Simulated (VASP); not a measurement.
Data:

```xyz
6
Lattice="5.0310 0.0000 0.0000 0.0000 5.0310 0.0000 0.0000 0.0000 3.4478" Properties=species:S:1:pos:R:3 pbc="T T T"
Pb     0.0000     0.0000     0.0000
Pb     2.5155     2.5155     1.7239
O      1.5474     1.5474     0.0000
O      4.0629     0.9681     1.7239
O      0.9681     4.0629     1.7239
O      3.4836     3.4836     0.0000
```

The numbers are results of revTPSS meta-GGA, VASP's PBE PAW potentials (set 64) (plane waves; VASP 6.6.1), not measurements. Numerical set-up: 520 eV cut-off, 5×5×7 Γ-centred mesh, tetrahedra with Blöchl corrections, potentials Pb_d O.

The path is coarsely sampled, so an indirect gap can come out somewhat too large. Unless said otherwise, spin-orbit coupling is left out, though it shifts the bands of the heavy elements here.

Question: Estimate the energy per atom (σ→0), band gap (over mesh and band path) with the smallest direct gap where there is one.

Answer: 
```
Property                                               Value
---------------------------------------------  -------------
band gap (over mesh and band path)                   0.01 eV
smallest direct gap (over mesh and band path)        0.03 eV
energy per atom (σ→0)                          8.266 eV/atom
```

The absolute energy has meaning only against runs of the same code, potentials and settings.

The compound is PbO2 in the rutile structure. It was relaxed first.
